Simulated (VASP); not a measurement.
```
CELL_PARAMETERS angstrom
      3.48618     0.00000     0.00000
     -1.74309     3.01912     0.00000
      0.00000     0.00000     6.39362
ATOMIC_POSITIONS crystal
  La 0.00000 0.00000 0.00000
  La 0.00000 0.00000 0.50000
  O  0.33333 0.66667 0.25000
  O  0.66667 0.33333 0.75000
```

All values below come from PBEsol GGA, VASP's PBE PAW potentials (set 64) (plane waves; VASP). Settings: 520 eV cut-off, Gaussian smearing of 0.050 eV, potentials La O.

### Question
What does the run give for the band gap (along the path) with the smallest direct gap where there is one?

### Answer

The band gap (along the path) is none (metal, semimetal or under 0.01 eV).

The absolute energy has meaning only against runs of the same code, potentials and settings.

The structure was generated: LaO was put into the NiAs type type (P6_3/mmc), which need not be its known phase. It was relaxed first, which changed the volume by -32 %.
